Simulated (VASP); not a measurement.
Level of theory: PBEsol GGA, VASP's PBE PAW potentials (set 64) (plane waves; VASP 6.6.1).

Input for VASP

### KPOINTS
```
Automatic mesh
0
Gamma
7 7 4
0 0 0
```

File POSCAR:
```
MgI2
1
    2.0642392570    -3.5753668530     0.0000000000
    2.0642392570     3.5753668530    -0.0000000000
   -0.0000000000    -0.0000000000     7.0166045009
Mg I
1 2
Direct
  0.0000000000   0.0000000000   0.0000000000
  0.3333330000   0.6666670000   0.2378265045
  0.6666670000   0.3333330000   0.7621734955
```

**INCAR**
```
SYSTEM  =  MgI2
PREC  =  Accurate; ENCUT  =  400; LREAL  =  .FALSE.
LASPH  =  .TRUE.
EDIFF  =  1E-8; NELM  =  100; ALGO  =  Normal
LMAXMIX  =  4
ISMEAR  =  0; SIGMA  =  0.01
GGA  =  PS
IBRION  =  8; NSW  =  1
LWAVE  =  .FALSE.; LCHARG  =  .FALSE.
LEPSILON  =  .TRUE.
```

POTCAR, in this order: Mg I (PBE.64 set). Program: vasp_std.

Output

**OSZICAR**
```
...
RMM:   2    -0.113140469842E+01   -0.14850E-01   -0.21657E-02  2597   0.792E-01    0.217E+00
RMM:   3    -0.104041231002E+01    0.90992E-01   -0.12688E-01  2495   0.170E+00    0.108E+00
RMM:   4    -0.107547527000E+01   -0.35063E-01   -0.12366E-01  2501   0.168E+00    0.222E-01
RMM:   5    -0.110412953469E+01   -0.28654E-01   -0.25562E-03  2621   0.351E-01    0.528E-02
RMM:   6    -0.110471925686E+01   -0.58972E-03   -0.16945E-04  2735   0.651E-02    0.356E-02
RMM:   7    -0.110506601406E+01   -0.34676E-03   -0.56229E-05  2719   0.207E-02    0.215E-02
RMM:   8    -0.110569134626E+01   -0.62533E-03   -0.45244E-05  2560   0.195E-02    0.522E-03
RMM:   9    -0.110566825380E+01    0.23092E-04   -0.30814E-05  2818   0.445E-03    0.139E-03
RMM:  10    -0.110572509779E+01   -0.56844E-04   -0.67759E-06  2641   0.303E-03    0.107E-03
RMM:  11    -0.110572636107E+01   -0.12633E-05   -0.68387E-06  2975   0.706E-04    0.310E-04
RMM:  12    -0.110572368146E+01    0.26796E-05   -0.12089E-06  2891   0.347E-04    0.294E-05
RMM:  13    -0.110572215411E+01    0.15273E-05   -0.18143E-07  2882   0.143E-04    0.428E-05
RMM:  14    -0.110572212370E+01    0.30414E-07   -0.12386E-07  2511   0.130E-04    0.686E-06
 Linear response to external field, progress :
  Direction:   3
       N       E                     dE             d eps       ncg     rms          rms(c)
RMM:   1    -0.103305411880E+01   -0.10331E+01   -0.27087E+00  1323   0.396E+00
RMM:   2    -0.104730480240E+01   -0.14251E-01   -0.19754E-02  1184   0.780E-01    0.260E+00
RMM:   3    -0.873603177729E+00    0.17370E+00   -0.21109E-01  1132   0.200E+00    0.122E+00
RMM:   4    -0.876513459602E+00   -0.29103E-02   -0.21647E-01  1137   0.175E+00    0.476E-01
RMM:   5    -0.903097353789E+00   -0.26584E-01   -0.16732E-02  1179   0.635E-01    0.151E-01
RMM:   6    -0.901436272764E+00    0.16611E-02   -0.88744E-04  1210   0.104E-01    0.737E-02
RMM:   7    -0.902096769539E+00   -0.66050E-03   -0.26343E-04  1171   0.933E-02    0.227E-02
RMM:   8    -0.902642453615E+00   -0.54568E-03   -0.49860E-05  1195   0.294E-02    0.345E-03
RMM:   9    -0.902498003400E+00    0.14445E-03   -0.56597E-06  1225   0.105E-02    0.163E-03
RMM:  10    -0.902494303255E+00    0.37001E-05   -0.63148E-07  1273   0.182E-03    0.103E-03
RMM:  11    -0.902475932722E+00    0.18371E-04    0.14070E-08  1194   0.159E-03    0.395E-04
RMM:  12    -0.902475296031E+00    0.63669E-06   -0.87644E-08  1275   0.389E-04    0.215E-04
RMM:  13    -0.902474555584E+00    0.74045E-06   -0.61641E-07  1083   0.185E-04    0.565E-05
RMM:  14    -0.902473721248E+00    0.83434E-06   -0.28661E-07   828   0.105E-04    0.276E-05
RMM:  15    -0.902473437299E+00    0.28395E-06   -0.62781E-08   675   0.107E-04    0.823E-06
 Linear response DOF=           4
 Linear response progress:
  Degree of freedom:   1/  4
       N       E                     dE             d eps       ncg     rms          rms(c)
RMM:   1    -0.223965934831E-02   -0.22397E-02   -0.20987E-03  2633   0.413E-01
RMM:   2    -0.187321483968E-02    0.36644E-03   -0.24323E-04  2355   0.961E-02    0.389E-02
RMM:   3    -0.185103046522E-02    0.22184E-04   -0.10566E-05  2507   0.226E-02    0.234E-02
RMM:   4    -0.183386044116E-02    0.17170E-04   -0.98934E-06  2382   0.209E-02    0.214E-03
RMM:   5    -0.182908710715E-02    0.47733E-05    0.41878E-07  2638   0.409E-03    0.893E-04
RMM:   6    -0.182635622523E-02    0.27309E-05    0.61010E-08  2597   0.156E-03    0.251E-04
RMM:   7    -0.182597295548E-02    0.38327E-06    0.48747E-08  2695   0.455E-04    0.986E-05
RMM:   8    -0.182592698518E-02    0.45970E-07    0.24970E-08  2798   0.124E-04    0.200E-05
RMM:   9    -0.182598031162E-02   -0.53326E-07    0.41297E-09  3015   0.469E-05    0.507E-06
RMM:  10    -0.182597710938E-02    0.32022E-08    0.31305E-09  3140   0.205E-05    0.236E-06
 Linear response progress:
  Degree of freedom:   2/  4
       N       E                     dE             d eps       ncg     rms          rms(c)
RMM:   1    -0.437115008024E-02   -0.43712E-02   -0.33832E-03  1697   0.480E-01
RMM:   2    -0.285916723689E-02    0.15120E-02   -0.56198E-04  1132   0.153E-01    0.577E-02
RMM:   3    -0.263327655682E-02    0.22589E-03   -0.14243E-04  1175   0.551E-02    0.313E-02
RMM:   4    -0.246523406577E-02    0.16804E-03   -0.14401E-04  1250   0.472E-02    0.156E-02
RMM:   5    -0.241412144950E-02    0.51113E-04   -0.44774E-05  1188   0.301E-02    0.391E-03
RMM:   6    -0.241084904873E-02    0.32724E-05   -0.37664E-06  1226   0.913E-03    0.330E-03
RMM:   7    -0.241335464373E-02   -0.25056E-05   -0.58712E-07  1127   0.300E-03    0.304E-04
RMM:   8    -0.241348764362E-02   -0.13300E-06   -0.16559E-07  1246   0.712E-04    0.267E-04
RMM:   9    -0.241379649604E-02   -0.30885E-06   -0.76199E-08  1158   0.399E-04    0.309E-05
RMM:  10    -0.241377400795E-02    0.22488E-07   -0.19917E-08  1267   0.569E-05    0.199E-05
RMM:  11    -0.241375639891E-02    0.17609E-07    0.14074E-08  1232   0.335E-05    0.433E-06
RMM:  12    -0.241375385391E-02    0.25450E-08    0.20034E-08  1268   0.821E-06    0.149E-06
 Linear response progress:
  Degree of freedom:   3/  4
       N       E                     dE             d eps       ncg     rms          rms(c)
RMM:   1    -0.787851983653E-01   -0.78785E-01    0.60363E-02  5285   0.156E+00
RMM:   2    -0.789406638282E-01   -0.15547E-03   -0.15292E-03  3869   0.278E-01    0.459E-02
RMM:   3    -0.791788317175E-01   -0.23817E-03   -0.12011E-04  4235   0.670E-02    0.294E-02
RMM:   4    -0.794417939145E-01   -0.26296E-03   -0.30779E-05  4411   0.314E-02    0.516E-03
RMM:   5    -0.794701713993E-01   -0.28377E-04    0.91016E-06  4533   0.725E-03    0.284E-03
RMM:   6    -0.794536113556E-01    0.16560E-04   -0.15061E-06  4148   0.277E-03    0.451E-04
RMM:   7    -0.794601051018E-01   -0.64937E-05   -0.57073E-07  4541   0.866E-04    0.224E-04
RMM:   8    -0.794594970679E-01    0.60803E-06    0.16205E-07  4531   0.275E-04    0.348E-05
RMM:   9    -0.794589839965E-01    0.51307E-06    0.10399E-07  5031   0.105E-04    0.338E-05
RMM:  10    -0.794589975874E-01   -0.13591E-07   -0.15412E-07  5735   0.538E-05    0.370E-06
RMM:  11    -0.794589997289E-01   -0.21414E-08   -0.18576E-08  6004   0.398E-05    0.242E-06
 Linear response progress:
  Degree of freedom:   4/  4
       N       E                     dE             d eps       ncg     rms          rms(c)
RMM:   1    -0.101654426527E+00   -0.10165E+00    0.68284E-02  1447   0.154E+00
RMM:   2    -0.101367737998E+00    0.28669E-03   -0.14594E-03  1086   0.272E-01    0.519E-02
RMM:   3    -0.101430342401E+00   -0.62604E-04   -0.15849E-04  1151   0.711E-02    0.300E-02
RMM:   4    -0.101491192679E+00   -0.60850E-04   -0.55093E-05  1208   0.333E-02    0.951E-03
RMM:   5    -0.101494514405E+00   -0.33217E-05   -0.50117E-06  1254   0.114E-02    0.542E-03
RMM:   6    -0.101485489381E+00    0.90250E-05   -0.20094E-06  1252   0.690E-03    0.249E-03
RMM:   7    -0.101483509481E+00    0.19799E-05   -0.18012E-07  1271   0.204E-03    0.101E-03
RMM:   8    -0.101482185841E+00    0.13236E-05   -0.40674E-08  1229   0.101E-03    0.347E-04
RMM:   9    -0.101482668778E+00   -0.48294E-06   -0.25452E-08  1284   0.238E-04    0.126E-04
RMM:  10    -0.101482891323E+00   -0.22254E-06    0.19113E-08  1229   0.153E-04    0.370E-05
RMM:  11    -0.101482853451E+00    0.37872E-07   -0.58382E-09  1307   0.345E-05    0.107E-05
RMM:  12    -0.101482858803E+00   -0.53515E-08    0.43458E-08  1199   0.245E-05    0.617E-06
 Linear response finished
```

**OUTCAR**
```
------------------------ aborting loop because EDIFF is reached ----------------------------------------

 HEAD OF MICROSCOPIC STATIC DIELECTRIC TENSOR (INDEPENDENT PARTICLE, excluding Hartree and local field effects)
 ------------------------------------------------------
           4.954466    -0.000000     0.000000
           0.000000     4.954465    -0.000000
           0.000000    -0.000000     4.660303
 ------------------------------------------------------

 MACROSCOPIC STATIC DIELECTRIC TENSOR (including local field effects in DFT)
 ------------------------------------------------------
           4.478676     0.000000     0.000000
           0.000000     4.478675     0.000000
           0.000000     0.000000     3.813268
 ------------------------------------------------------

 PIEZOELECTRIC TENSOR (including local field effects)  for field in x, y, z        (e  Angst)
          XX          YY          ZZ          XY          YZ          ZX
  --------------------------------------------------------------------------------
  x     0.00000     0.00000     0.00000     0.00000     0.00000     0.00000
  y     0.00000     0.00000     0.00000     0.00000     0.00000     0.00000
  z     0.00000     0.00000     0.00000     0.00000     0.00000     0.00000

 PIEZOELECTRIC TENSOR (including local field effects)  for field in x, y, z        (C/m^2)
          XX          YY          ZZ          XY          YZ          ZX
  --------------------------------------------------------------------------------
  x     0.00000     0.00000     0.00000     0.00000     0.00000     0.00000
  y     0.00000     0.00000     0.00000     0.00000     0.00000     0.00000
  z     0.00000     0.00000     0.00000     0.00000     0.00000     0.00000

 BORN EFFECTIVE CHARGES (including local field effects) (in |e|, cummulative output)
 ---------------------------------------------------------------------------------
 ion    1
    1     2.47941     0.00000     0.00000
    2     0.00000     2.47941     0.00000
    3     0.00000     0.00000     1.49837
 ion    2
    1    -1.23970     0.00000     0.00000
    2     0.00000    -1.23970     0.00000
    3     0.00000     0.00000    -0.74918
 ion    3
    1    -1.23970     0.00000     0.00000
    2     0.00000    -1.23970     0.00000
    3     0.00000     0.00000    -0.74918

   1 f  =    8.010424 THz    50.330975 2PiTHz  267.198968 cm-1    33.128435 meV
             X         Y         Z           dx          dy          dz
      0.000000  0.000000  0.000000    -0.000000    0.000000    0.955353
      2.064239  1.191791  1.668735     0.000000   -0.000000   -0.208927
      2.064239 -1.191791  5.347870     0.000000   -0.000000   -0.208927

   2 f  =    5.320822 THz    33.431711 2PiTHz  177.483518 cm-1    22.005142 meV
             X         Y         Z           dx          dy          dz
      0.000000  0.000000  0.000000     0.955353    0.000000    0.000000
      2.064239  1.191791  1.668735    -0.208927   -0.000000    0.000000
      2.064239 -1.191791  5.347870    -0.208927   -0.000000    0.000000

   3 f  =    5.320821 THz    33.431707 2PiTHz  177.483497 cm-1    22.005139 meV
             X         Y         Z           dx          dy          dz
      0.000000  0.000000  0.000000    -0.000000    0.955353   -0.000000
      2.064239  1.191791  1.668735     0.000000   -0.208927    0.000000
      2.064239 -1.191791  5.347870     0.000000   -0.208927    0.000000

   4 f  =    3.144280 THz    19.756091 2PiTHz  104.881878 cm-1    13.003690 meV
             X         Y         Z           dx          dy          dz
      0.000000  0.000000  0.000000     0.000000   -0.000000    0.000000
      2.064239  1.191791  1.668735    -0.000000    0.000000   -0.707107
      2.064239 -1.191791  5.347870     0.000000   -0.000000    0.707107

   5 f  =    1.915372 THz    12.034635 2PiTHz   63.889919 cm-1     7.921337 meV
             X         Y         Z           dx          dy          dz
      0.000000  0.000000  0.000000     0.000000    0.000000    0.000000
      2.064239  1.191791  1.668735     0.707107   -0.000000   -0.000000
      2.064239 -1.191791  5.347870    -0.707107    0.000000    0.000000

   6 f  =    1.915371 THz    12.034633 2PiTHz   63.889911 cm-1     7.921336 meV
             X         Y         Z           dx          dy          dz
      0.000000  0.000000  0.000000    -0.000000   -0.000000   -0.000000
      2.064239  1.191791  1.668735    -0.000000   -0.707107   -0.000000
      2.064239 -1.191791  5.347870     0.000000    0.707107   -0.000000

   7 f/i=    0.000862 THz     0.005418 2PiTHz    0.028766 cm-1     0.003567 meV
             X         Y         Z           dx          dy          dz
      0.000000  0.000000  0.000000     0.000199   -0.295467    0.000000
      2.064239  1.191791  1.668735     0.000454   -0.675536    0.000000
      2.064239 -1.191791  5.347870     0.000454   -0.675536    0.000000

   8 f/i=    0.000862 THz     0.005418 2PiTHz    0.028766 cm-1     0.003567 meV
             X         Y         Z           dx          dy          dz
      0.000000  0.000000  0.000000    -0.295467   -0.000199    0.000000
      2.064239  1.191791  1.668735    -0.675536   -0.000454    0.000000
      2.064239 -1.191791  5.347870    -0.675536   -0.000454    0.000000

   9 f/i=    0.001304 THz     0.008196 2PiTHz    0.043513 cm-1     0.005395 meV
             X         Y         Z           dx          dy          dz
      0.000000  0.000000  0.000000    -0.000000   -0.000000   -0.295467
      2.064239  1.191791  1.668735    -0.000000   -0.000000   -0.675537
      2.064239 -1.191791  5.347870    -0.000000   -0.000000   -0.675537

 MACROSCOPIC STATIC DIELECTRIC TENSOR IONIC CONTRIBUTION
 ------------------------------------------------------
           4.181298    -0.000000    -0.000000
          -0.000000     4.181297    -0.000000
          -0.000000    -0.000000     0.673750
 ------------------------------------------------------

 ELASTIC MODULI CONTR FROM IONIC RELAXATION (kBar)
 Direction    XX          YY          ZZ          XY          YZ          ZX
 --------------------------------------------------------------------------------
 XX         -82.5272    -78.4913   -172.7848      0.0000    -12.9249      0.0000
...
```
(Selected blocks of OUTCAR.)

Tensors are in the Cartesian frame of the cell as typed. Without a dispersion term in the relaxation, distances and binding between the weakly bound layers, chains or molecules are unreliable, and so is what depends on them.

The compound is MgI2 in the 1T layered structure. It was relaxed first.
